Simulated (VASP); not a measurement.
Given:

```xyz
2
Lattice="2.7344 0.0000 0.0000 0.0000 2.7344 0.0000 0.0000 0.0000 2.7344" Properties=species:S:1:pos:R:3 pbc="T T T"
Cr     0.0000     0.0000     0.0000
Cr     1.3672     1.3672     1.3672
```

The numbers are results of LDA (Ceperley-Alder, Perdew-Zunger), VASP's LDA PAW potentials (set 64) (plane waves; VASP), not measurements. Settings: 500 eV cut-off, 13×13×13 Γ-centred mesh, first-order Methfessel-Paxton smearing of 0.10 eV, potentials Cr_pv.

Task: Estimate the energy per atom (σ→0), pressure, band gap (on the k-mesh) with the smallest direct gap where there is one.

Result: 
```yaml
band gap (on the k-mesh): none (metal, semimetal or under 0.01 eV)
energy per atom (σ→0): -10.590 eV/atom
pressure: 19.84 GPa
```

The absolute energy has meaning only against runs of the same code, potentials and settings.

The compound is Cr in the bcc, AFM order structure. It was relaxed first under an external pressure of 20 GPa. The run is not spin-polarised, so no magnetic state was tried.
